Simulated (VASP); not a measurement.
These are PBE GGA, VASP's PBE PAW potentials (set 64) (plane waves; VASP 6.6.1) values and carry that method's errors.

Input for VASP

### POSCAR
```
PbSe
1
    0.0000000000     3.1212000000     3.1212000000
    3.1212000000     0.0000000000     3.1212000000
    3.1212000000     3.1212000000     0.0000000000
Pb Se
1 1
Direct
  0.0000000000   0.0000000000   0.0000000000
  0.5000000000   0.5000000000   0.5000000000
```

**INCAR**
```
# general
SYSTEM =PbSe
PREC   =Accurate
ENCUT  =250
LREAL  =F
LASPH  =T

# electronic loop
EDIFF  =1E-6
NELM   =100
ALGO   =Normal
LMAXMIX=4

# smearing
ISMEAR =0
SIGMA  =0.05

# functional
GGA    =PE

# ions
ISIF   =2

# output
LWAVE  =F
LCHARG =F
```

File KPOINTS:
```
Automatic
0
Gamma
  7 7 7
```

POTCAR, in this order: Pb_d Se (PBE.64 set). Program: vasp_std.

The resulting files:

**OSZICAR**
```
       N       E                     dE             d eps       ncg     rms          rms(c)
DAV:   1     0.125201440284E+03    0.12520E+03   -0.66139E+03   574   0.800E+02
DAV:   2    -0.121807876285E+01   -0.12642E+03   -0.12409E+03   662   0.282E+02
DAV:   3    -0.842634205816E+01   -0.72083E+01   -0.71959E+01   680   0.720E+01
DAV:   4    -0.852376602566E+01   -0.97424E-01   -0.97386E-01   662   0.112E+01
DAV:   5    -0.852650560445E+01   -0.27396E-02   -0.27396E-02   680   0.151E+00    0.276E+00
DAV:   6    -0.819644561865E+01    0.33006E+00   -0.90012E-01   756   0.631E+00    0.151E+00
DAV:   7    -0.819193742786E+01    0.45082E-02   -0.13598E-01   630   0.192E+00    0.859E-01
DAV:   8    -0.819539588421E+01   -0.34585E-02   -0.16156E-02   614   0.148E+00    0.184E-01
DAV:   9    -0.819479776658E+01    0.59812E-03   -0.31739E-03   798   0.550E-01    0.638E-02
DAV:  10    -0.819490941295E+01   -0.11165E-03   -0.27120E-04   614   0.123E-01    0.211E-02
DAV:  11    -0.819491921434E+01   -0.98014E-05   -0.67062E-05   624   0.874E-02    0.639E-03
DAV:  12    -0.819491933599E+01   -0.12165E-06   -0.38681E-06   692   0.153E-02
   1 F= -.81949193E+01 E0= -.81949193E+01  d E =-.783978E-12
```

### OUTCAR
```
------------------------ aborting loop because EDIFF is reached ----------------------------------------
  FORCE on cell =-STRESS in cart. coord.  units (eV):
  Direction    XX          YY          ZZ          XY          YZ          ZX
  --------------------------------------------------------------------------------------
  Total       -0.2623410     -0.2623410     -0.2623410      0.0000000      0.0000000     -0.0000000
  in kB       -6.9116544     -6.9116544     -6.9116544      0.0000000      0.0000000     -0.0000000
  external PRESSURE =      -6.9116544 kB  Pullay stress =       0.0000000 kB
  volume of cell :       60.81
      direct lattice vectors                 reciprocal lattice vectors
     0.000000000  3.121200000  3.121200000    -0.160194797  0.160194797  0.160194797
     3.121200000  0.000000000  3.121200000     0.160194797 -0.160194797  0.160194797
     3.121200000  3.121200000  0.000000000     0.160194797  0.160194797 -0.160194797
  FREE ENERGIE OF THE ION-ELECTRON SYSTEM (eV)
  ---------------------------------------------------
  free  energy   TOTEN  =        -8.1949193360 eV

  energy  without entropy=       -8.1949193360  energy(sigma->0) =       -8.19491934
```
(Selected blocks of OUTCAR.)

At this cut-off the stress carries a Pulay error, which pulls relaxed volumes low.

The compound is PbSe in the rock salt structure. The cell was not relaxed at this level. The run is one of a series of settings (ENCUT = 250 against the base run), some of them coarse on purpose.
